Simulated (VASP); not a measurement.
Here is the system:

```xyz
12
Lattice="5.0504 0.0000 0.0000 0.0000 5.0504 0.0000 0.0000 0.0000 7.0401" Properties=species:S:1:pos:R:3 pbc="T T T"
Si     1.5068     1.5068     7.0401
Si     4.0320     1.0184     5.2800
Si     1.0184     4.0320     1.7600
Si     3.5436     3.5436     3.5200
O      1.2116     0.5148     1.2547
O      3.7368     2.0104     4.0254
O      1.3136     3.0400     0.5053
O      3.8388     4.5356     4.7747
O      4.5356     3.8388     2.2654
O      2.0104     3.7368     3.0147
O      3.0400     1.3136     6.5347
O      0.5148     1.2116     5.7854
```

Calculation: PBE GGA, VASP's PBE PAW potentials (set 64) (plane waves; VASP). Run with 520 eV cut-off, Gaussian smearing of 0.050 eV, potentials Si O.

Give the energies of bands 21 to 34 at the high-symmetry points, in eV from the valence-band maximum.

```csv
band,Γ,X,M,Z,R,A
21,-2.23,-2.16,-2.43,-2.02,-2.17,-2.17
22,-1.97,-2.16,-2.43,-2.02,-2.17,-2.17
23,-1.78,-1.95,-2.24,-1.88,-1.91,-2.17
24,-1.74,-1.95,-2.24,-1.88,-1.91,-2.17
25,-1.74,-1.57,-1.31,-1.87,-1.68,-1.31
26,-1.26,-1.57,-1.31,-1.87,-1.68,-1.31
27,-1.26,-0.99,-1.29,-0.79,-0.97,-1.31
28,-1.20,-0.99,-1.29,-0.79,-0.97,-1.31
29,-0.67,-0.63,-0.58,-0.51,-0.91,-0.62
30,-0.28,-0.63,-0.58,-0.51,-0.91,-0.62
31,-0.28,-0.47,-0.54,-0.38,-0.17,-0.62
32,0.00,-0.47,-0.54,-0.38,-0.17,-0.62
33,5.54,7.53,8.53,6.76,7.76,9.03
34,8.68,7.53,8.53,6.76,7.76,9.03
```

The gap is direct, 5.54 eV, from the valence maximum at Γ to the conduction minimum at Γ.

The compound is SiO2 in the cristobalite structure. It was relaxed first, which changed the volume by +6 %.
